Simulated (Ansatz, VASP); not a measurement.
## One calculation of SnC3, two programs

INCAR

```
PREC = Accurate
ENCUT = 520
EDIFF = 1E-6
ISMEAR = 0
SIGMA = 0.01
LREAL = F
LASPH = T
NELM = 60
ALGO = Normal
ISIF = 2
LWAVE = F
LCHARG = F
GGA = PE
NBANDS = 21
```

Contents of KPOINTS:

```
regular mesh
0
Gamma
  8 8 4
```

Contents of POSCAR:

```
SnC3
1.0
    3.0141283133      0.0000000000      0.0000000000
    0.0000000000      3.0141283133      0.0000000000
    0.0000000000      0.0000000000      4.7176891795
C Sn
3 1
Direct
    0.5000000000      0.0000000000      0.8227196820
    0.5000000000      0.5000000000      0.0000000000
    0.0000000000      0.5000000000      0.1772803180
    0.0000000000      0.0000000000      0.5000000000
```

Input for Ansatz:

```yaml
crystal:
  lattice:
    - [3.0141283133, 0.0, 0.0]
    - [0.0, 3.0141283133, 0.0]
    - [0.0, 0.0, 4.7176891795]
  atoms:
    - { symbol: C, position: [0.5, 0.0, 0.822719682] }
    - { symbol: C, position: [0.5, 0.5, 0.0] }
    - { symbol: C, position: [0.0, 0.5, 0.177280318] }
    - { symbol: Sn, position: [0.0, 0.0, 0.5] }
kpoints:
  mp_grid: { grid: [8, 8, 4] }
hamiltonian:
  xc: pbe
scf:
  occupations: { method: fixed }
  n_extra_bands: 5
output:
  forces: true
  stress: true
  eigenvalues: true
```

Alike in both runs: task single point; functional PBE; k mesh 8 × 8 × 4; no spin polarisation.

|  | VASP | Ansatz |
| --- | --- | --- |
| version | VASP 6.6.1 | Ansatz 0.2.0 |
| potentials or method | VASP PAW PBE potentials, release 64 (C, Sn_d) | plane waves, PAW |
| plane-wave cutoff (eV) | 520 | 420 |
| occupations | gaussian, width 0.01 eV | fixed |
| valence electrons in the cell | 26 | 26 |

|  | VASP | Ansatz | Ansatz less VASP |
| --- | --- | --- | --- |
| gap on the k mesh at the Fermi level (eV) | 0.12 | 0.12 | 0.000 |
| pressure (GPa) | -5.7 | -5.7 | -0.03 |
| largest component of the traceless stress (GPa) | 0.83 | 0.78 | -0.051 |
| rms of the force components (eV/Å) | 0.059 | 0.056 | -0.0022 |

Atom by atom the forces differ by 0.002 eV/Å (rms over components).

Caveats: spin-orbit coupling is left out, which moves the levels of the heavy elements.
